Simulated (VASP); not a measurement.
Input:

```xyz
4
Lattice="1.2300 -2.1304 0.0000 1.2300 2.1304 0.0000 0.0000 0.0000 6.7100" Properties=species:S:1:pos:R:3 pbc="T T T"
C      0.0000     0.0000     1.6775
C      0.0000     0.0000     5.0325
C      1.2300     0.7101     1.6775
C      1.2300    -0.7101     5.0325
```

These are PBE GGA, VASP's PBE PAW potentials (set 64) (plane waves; VASP 6.6.1) values and carry that method's errors. Settings: 520 eV cut-off, 11×11×4 Γ-centred mesh, first-order Methfessel-Paxton smearing of 0.10 eV, potentials C.

Question: Give the stress tensor in GPa (positive for a compressed cell).

Answer: 
```
3.63  0.00  0.00
0.00  3.63  0.00
0.00  0.00  3.42
```
The pressure is its mean diagonal, 3.56 GPa.

The compound is C in the graphite structure. The cell was not relaxed at this level.
